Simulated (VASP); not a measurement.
VASP runs on Re (hcp) share one base input (PBE GGA, plane waves, VASP's PBE PAW potentials (set 64)) and change the settings named in each case.

POSCAR:
```
Re
1
    1.4076000000    -2.4380350000     0.0000000000
    1.4076000000     2.4380350000     0.0000000000
    0.0000000000     0.0000000000     4.5492000000
Re
2
Direct
  0.3333330000   0.6666670000   0.2500000000
  0.6666670000   0.3333330000   0.7500000000
```

KPOINTS:
```
Regular mesh
0
G
 13 13 7
0 0 0
```

INCAR:
```
ALGO  =  Normal
EDIFF  =  1E-6
ENCUT  =  400
GGA  =  PE
ISIF  =  2
ISMEAR  =  1
LASPH  =  .TRUE.
LCHARG  =  .FALSE.
LMAXMIX  =  6
LREAL  =  .FALSE.
LWAVE  =  .FALSE.
NELM  =  100
PREC  =  Accurate
SIGMA  =  0.1
SYSTEM  =  Re
```

POTCAR, in this order: Re (PBE.64 set). Program: vasp_std.

| change | E(σ→0) (eV/atom) | pressure (GPa) | −TS (eV) |
|---|---|---|---|
| base run | -12.3905 | -15.14 | 0.0001 |
| ENCUT = 520, POTCAR Re_pv (PBE.64 set) | -12.3696 | -12.91 | 0.0003 |
| ENCUT = 520 | -12.3918 | -15.17 | 0.0001 |
| ENCUT = 800 | -12.3928 | -15.01 | 0.0001 |
 Energies of different potentials or functionals have different zeros. Unless said otherwise, spin-orbit coupling is left out, though it shifts the bands of the heavy elements here.

Left out are runs that ran out of time, are held back, or changed the cell or the kind of run, fixed moments of cells without a moment, rows past the twelfth, gaps on odd meshes, pressures of charged cells and columns that move by less than the noise.

The compound is Re in the hcp structure. The cell was not relaxed at this level.
